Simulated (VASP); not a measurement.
A convergence study with VASP on BN (zinc blende): one setting is varied, all else stays as given below, so the limit is that of these other settings.

```
BN
1.0
    0.00000     1.80750     1.80750
    1.80750     0.00000     1.80750
    1.80750     1.80750     0.00000
B N
1 1
Direct
  0.00000   0.00000   0.00000
  0.25000   0.25000   0.25000
```

All values below come from LDA (Ceperley-Alder, Perdew-Zunger), VASP's LDA PAW potentials (set 64) (plane waves; VASP). The tightest run used: 700 eV cut-off, 18×18×18 Monkhorst-Pack mesh, Gaussian smearing of 0.050 eV, potentials B N.

**Question.** The settings run are 1×1×1 mesh; 2×2×2 mesh; 3×3×3 mesh; 4×4×4 mesh; 5×5×5 mesh; 6×6×6 mesh; 7×7×7 mesh; 8×8×8 mesh; 9×9×9 mesh; 10×10×10 mesh; 11×11×11 mesh; 12×12×12 mesh; 13×13×13 mesh; 14×14×14 mesh; 15×15×15 mesh; 16×16×16 mesh; 17×17×17 mesh; 18×18×18 mesh. From which on does the stress (every component) stay within 0.2 GPa of the tightest run?

**Answer.** From 4×4×4 mesh on: it is off by 0.00 there and by no more than 0.2 in any finer run, while 3×3×3 mesh is off by 3.29.
```csv
setting,E (eV/atom),pressure (GPa),irreducible k-points,difference judged (GPa)
1×1×1 mesh,2.9069,250.52,1,260.97
2×2×2 mesh,-9.6723,-10.22,2,0.22
3×3×3 mesh,-9.5192,-7.15,4,3.29
4×4×4 mesh,-9.7049,-10.45,10,0.00
5×5×5 mesh,-9.6967,-10.30,10,0.15
6×6×6 mesh,-9.7049,-10.44,28,0.00
7×7×7 mesh,-9.7045,-10.43,20,0.01
8×8×8 mesh,-9.7049,-10.45,60,0.00
9×9×9 mesh,-9.7049,-10.44,35,0.00
10×10×10 mesh,-9.7049,-10.45,110,0.00
11×11×11 mesh,-9.7049,-10.45,56,0.00
12×12×12 mesh,-9.7049,-10.45,182,0.00
13×13×13 mesh,-9.7049,-10.45,84,0.00
14×14×14 mesh,-9.7049,-10.45,280,0.00
15×15×15 mesh,-9.7049,-10.44,120,0.00
16×16×16 mesh,-9.7049,-10.45,408,0.00
17×17×17 mesh,-9.7049,-10.45,165,0.00
18×18×18 mesh,-9.7049,-10.45,570,0.00
```

Left out are rungs that failed or repeat a setting and relaxations that didn't move; long series are thinned to 24 rows.

The compound is BN in the zinc blende structure. The cell was not relaxed at this level.
